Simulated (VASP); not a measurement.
Data:

```xyz
2
Lattice="4.5965 0.0000 0.0000 -2.2982 3.9807 0.0000 0.0000 0.0000 14.0000" Properties=species:S:1:pos:R:3 pbc="T T T"
Sn     2.2982     1.3269     7.0000
Ge     0.0000     2.6538     7.0000
```

Method: PBE GGA, VASP's PBE PAW potentials (set 64) (plane waves; VASP). Run with 300 eV cut-off, 6×6×1 Γ-centred mesh, Fermi-Dirac smearing of 0.10 eV, potentials Sn_d Ge_d.

The cell holds a wide vacuum, so values per volume refer to the whole cell. Unless said otherwise, spin-orbit coupling is left out, though it shifts the bands of the heavy elements here.

What does the run give for the energy per atom (σ→0), band gap (on the k-mesh) with the smallest direct gap where there is one?

```json
{
  "band gap (on the k-mesh)": "none (metal, semimetal or under 0.01 eV)",
  "energy per atom (σ→0)": "-3.523 eV/atom"
}
```

Total energies compare only between runs with the same potentials, cut-off and functional.

The cell is a sheet with vacuum, built from a generated structure.
